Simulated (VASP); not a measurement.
AgI (wurtzite), at 1.04 of the tabulated volume:

```yaml
crystal:
  lattice:
    - [2.32520, -4.02737, 0.00000]
    - [2.32520, 4.02737, 0.00000]
    - [0.00000, 0.00000, 7.60883]
  atoms:
    - { symbol: Ag, position: [0.66667, 0.33333, 0.50000] }
    - { symbol: Ag, position: [0.33333, 0.66667, 0.00000] }
    - { symbol: I, position: [0.66667, 0.33333, 0.87500] }
    - { symbol: I, position: [0.33333, 0.66667, 0.37500] }
```

The lowest empty band near Γ, direction in plane, from mBJ (TB09) with spin-orbit coupling in VASP (PAW); its two spin partners are averaged. The gap over the points computed is 2.58 eV, and the next band on that side lies 1.03 eV away at the edge.

Run with 400 eV cut-off, 6×6×4 Γ-centred mesh, Gaussian smearing of 0.050 eV, potentials Ag I.

```json
[
 {"distance from the edge in k (1/Å)": "0.018", "distance in energy (meV)": "4.2"},
 {"distance from the edge in k (1/Å)": "0.025", "distance in energy (meV)": "8.0"},
 {"distance from the edge in k (1/Å)": "0.035", "distance in energy (meV)": "15.6"},
 {"distance from the edge in k (1/Å)": "0.050", "distance in energy (meV)": "31.5"},
 {"distance from the edge in k (1/Å)": "0.070", "distance in energy (meV)": "61.0"}
]
```

Q: Fit E(1 + αE) = ħ²k²/2m* (ħ²/2m0 = 3.810 eV Å²) and predict the row at 0.095 1/Å.

A: Least squares on the energies gives the electron mass m* = 0.297 m0 and α = 0.48 per eV, and so 109.9 meV. The run gave 109.8 meV, -0.1 meV from the fit.

Left out are points under 3 meV from the edge, since the levels carry 0.1 meV, and points farther than half the way to the next band.

The compound is AgI in the wurtzite structure. The cell was not relaxed at this level.
